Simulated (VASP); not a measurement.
Data:

```
CELL_PARAMETERS angstrom
      3.57100    -1.90189    -0.04698
      3.57100     1.90189    -0.04698
      2.59948     0.00000     3.10066
ATOMIC_POSITIONS crystal
  As 0.23027 0.23027 0.23027
  As 0.76973 0.76973 0.76973
```

Computed with vdW-DF-cx, VASP's PBE PAW potentials (set 64) (plane waves; VASP 6.6.1). Run with 520 eV cut-off, 13×13×13 Γ-centred mesh, tetrahedra with Blöchl corrections, potentials As.

Q: Predict the energy per atom (σ→0), band gap (on the k-mesh) with the smallest direct gap where there is one.

A: 
```
Property                                                     Value
------------------------  ----------------------------------------
band gap (on the k-mesh)  none (metal, semimetal or under 0.01 eV)
energy per atom (σ→0)                               -3.308 eV/atom
```

The compound is As in the a7 structure. It was relaxed first.
